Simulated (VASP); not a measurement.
These are rev-vdW-DF2, VASP's PBE PAW potentials (set 64) (plane waves; VASP 6.6.1) values and carry that method's errors.

The input files of a VASP run:

KPOINTS:
```
kpoints
0
gamma
 6 6 6
0 0 0
```

INCAR:
```
LASPH = .TRUE.   # aspherical one-centre terms
LWAVE = .FALSE.
AGGAC = 0.0
LCHARG = .FALSE.
ISIF = 2   # forces and stress, cell fixed
EDIFF = 1E-7
PREC = Accurate
SYSTEM = Na2S
LREAL = .FALSE.
ENCUT = 520   # plane-wave cut-off (eV)
NELM = 100   # most electronic steps
PARAM2 = 0.7114
ISMEAR = 0   # Gaussian
GGA = MK
ZAB_VDW = -1.8867
ALGO = Normal   # blocked Davidson
PARAM1 = 0.1234568
SIGMA = 0.05   # width (eV)
LUSE_VDW = .TRUE.
```

POSCAR:
```
Na2S
1
    0.0000000000     3.2283783687     3.2283783687
    3.2283783687     0.0000000000     3.2283783687
    3.2283783687     3.2283783687     0.0000000000
Na S
2 1
Direct
  0.2500000000   0.2500000000   0.2500000000
  0.7500000000   0.7500000000   0.7500000000
  0.0000000000   0.0000000000   0.0000000000
```

POTCAR, in this order: Na_pv S (PBE.64 set). Program: vasp_std.

Question: What does the run give for the energy per atom (σ→0), band gap (on the k-mesh)?

Answer: 
energy per atom (σ→0): -1.638 eV/atom
band gap (on the k-mesh): 2.53 eV

**OSZICAR**
```
...
DAV:   9    -0.491272889765E+01    0.74943E-04   -0.20825E-04   598   0.140E-01    0.510E-01
DAV:  10    -0.491383045267E+01   -0.11016E-02   -0.63431E-03   448   0.558E-01    0.399E-01
DAV:  11    -0.491353565734E+01    0.29480E-03   -0.59118E-04   502   0.196E-01    0.171E-01
DAV:  12    -0.491351055682E+01    0.25101E-04   -0.95167E-05   478   0.784E-02    0.219E-02
DAV:  13    -0.491350542931E+01    0.51275E-05   -0.25004E-05   560   0.395E-02    0.261E-03
DAV:  14    -0.491350544848E+01   -0.19174E-07   -0.13775E-06   496   0.860E-03    0.684E-03
DAV:  15    -0.491350541943E+01    0.29056E-07   -0.63847E-07   496   0.480E-03
   1 F= -.49135054E+01 E0= -.49135054E+01  d E =-.190004E-11
```

The compound is Na2S in the antifluorite structure. This cell is one point of a volume scan, at 0.97 of the reference volume.
